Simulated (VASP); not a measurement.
An input for Ansatz (written as the equivalent of a VASP run, and not itself run):

Ansatz 0.2 input:
```yaml
crystal:
  lattice:
    - [0.0000000, 2.7615492, 2.7615492]
    - [2.7615492, 0.0000000, 2.7615492]
    - [2.7615492, 2.7615492, 0.0000000]
  atoms:
    - { symbol: Si, position: [0.0000000, 0.0000000, 0.0000000] }
    - { symbol: Si, position: [0.2500000, 0.2500000, 0.2500000] }
kpoints:
  mp_grid: { grid: [8, 8, 8] }
hamiltonian:
  xc: pbe
  pseudopotentials: { kind: paw }
scf:
  occupations: { method: gaussian, width: 0.05 }
  max_iter: 100
output: { forces: true, stress: true, eigenvalues: true }
```

Q: Translate this input to VASP (INCAR, KPOINTS, POSCAR, choice of POTCAR).

A: Several could match; the one computed here: 
File KPOINTS:
```
Automatic mesh
0
Gamma
8 8 8
0 0 0
```

File POSCAR:
```
Si
1
    0.0000000000     2.7615491802     2.7615491802
    2.7615491802     0.0000000000     2.7615491802
    2.7615491802     2.7615491802     0.0000000000
Si
2
Direct
  0.0000000000   0.0000000000   0.0000000000
  0.2500000000   0.2500000000   0.2500000000
```

**INCAR**
```
SYSTEM  =  Si
PREC  =  Accurate; ENCUT  =  480; LREAL  =  .FALSE.
LASPH  =  .TRUE.
EDIFF  =  1E-7; NELM  =  100; ALGO  =  Normal
ISMEAR  =  0; SIGMA  =  0.05
GGA  =  PE
ISIF  =  2
LWAVE  =  .FALSE.; LCHARG  =  .FALSE.
```

POTCAR, in this order: Si (PBE.64 set). Program: vasp_std.

What does not carry over: each code has its own PAW files, so the cut-off isn't converted (ENCUT is set for VASP's; basis.ecutwfc is left out, and Ansatz then takes the one that its files recommend); Ansatz stops its SCF on the density residual and VASP on the energy change (EDIFF).

The compound is Si in the diamond structure. This cell was strained or had an atom moved on purpose.
